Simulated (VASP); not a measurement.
The input files of a VASP run:

### POSCAR
```
TiB2
1.0
  1.5540456000  -2.6916859641   0.0000000000
  1.5540456000   2.6916859641   0.0000000000
  0.0000000000   0.0000000000   3.3150107501
Ti B
1 2
direct
  0.0000000000   0.0000000000   0.0000000000
  0.3333330000   0.6666670000   0.5000000000
  0.6666670000   0.3333330000   0.5000000000
```

**KPOINTS**
```
kpoints
0
gamma
 12 12 9
0 0 0
```

**INCAR**
```
LREAL = .False.   ! projection in real space or not
NELM = 100
GGA = RP   ! RPBE
NSW = 30   ! most ionic steps
EDIFF = 1E-7   ! SCF stop (eV)
PREC = Accurate
LCHARG = .False.
ISMEAR = 1
SYSTEM = TiB2
SIGMA = 0.1   ! width (eV)
ISIF = 4   ! ions and shape, fixed volume
ALGO = Normal   ! blocked Davidson
IBRION = 2   ! conjugate gradients
LWAVE = .False.
ENCUT = 520   ! plane-wave cut-off (eV)
LASPH = .True.   ! aspherical one-centre terms
EDIFFG = -0.01
LMAXMIX = 4   ! l cut-off of mixed one-centre charges
```

POTCAR, in this order: Ti_sv B (PBE.64 set). Program: vasp_std.

Task: Write an equivalent input for Quantum ESPRESSO's pw.x.

Result: One equivalent input (not run):
```
&CONTROL
  calculation = 'vc-relax'
  pseudo_dir = './pseudo'
  outdir = './out'
  tprnfor = .true.
  tstress = .true.
  nstep = 30
  forc_conv_thr = 0.00039
/
&SYSTEM
  ibrav = 0
  nat = 3
  ntyp = 2
  ecutwfc = 84
  occupations = 'smearing'
  smearing = 'methfessel-paxton'
  degauss = 0.00735
  input_dft = 'rpbe'
/
&ELECTRONS
  conv_thr = 7.3e-09
  electron_maxstep = 100
/
&IONS
/
&CELL
  cell_dofree = 'shape'
/
ATOMIC_SPECIES
  Ti 47.867 Ti.upf
  B 10.810 B.upf
CELL_PARAMETERS angstrom
     1.5540456   -2.6916860    0.0000000
     1.5540456    2.6916860    0.0000000
     0.0000000    0.0000000    3.3150108
ATOMIC_POSITIONS crystal
  Ti   0.0000000  0.0000000  0.0000000
  B    0.3333330  0.6666670  0.5000000
  B    0.6666670  0.3333330  0.5000000
K_POINTS automatic
  12 12 9 0 0 0
```
Limits of the translation: the potentials are each code's own (VASP's PAW set, PseudoDojo norm-conserving files in pw.x), so ENCUT and ecutwfc are chosen apart and not converted; conv_thr bounds pw.x's estimated SCF error, while EDIFF bounds the energy change between steps; forc_conv_thr acts on force components and is met together with etot_conv_thr.

The compound is TiB2 in the AlB2 type structure. This cell is one point of a volume scan, at 1.06 of the reference volume. Symmetry was kept, so distortions that lower it aren't found.
